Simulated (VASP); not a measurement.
Input:

```xyz
1
Lattice="3.2950 0.0000 0.0000 0.0000 3.2950 0.0000 0.0000 0.0000 3.2950" Properties=species:S:1:pos:R:3 pbc="T T T"
Tb     0.0000     0.0000     0.0000
```

These are PBE GGA, VASP's PBE PAW potentials (set 64) (plane waves; VASP) values and carry that method's errors. Settings: 150 eV cut-off, 10×10×10 Γ-centred mesh, first-order Methfessel-Paxton smearing of 0.10 eV, potentials Tb_3.

The 4f electrons are frozen in the core of the lanthanide potential, so 4f levels, which can set the real gap, and their magnetism are missing. At this cut-off the stress carries a Pulay error, which pulls relaxed volumes low.

Question: Estimate the energy per atom (σ→0), pressure, band gap (on the k-mesh) with the smallest direct gap where there is one.

Answer: 
```json
{
 "band gap (on the k-mesh)": "none (metal, semimetal or under 0.01 eV)",
 "energy per atom (σ→0)": "-3772 meV/atom",
 "pressure": "-1.35 GPa"
}
```

The absolute energy has meaning only against runs of the same code, potentials and settings.

The structure was generated: Tb was put into the simple-cubic type (Pm-3m), which need not be its known phase. The cell was not relaxed at this level. The run is one of a series of settings (ENCUT = 150 against the base run), some of them coarse on purpose.
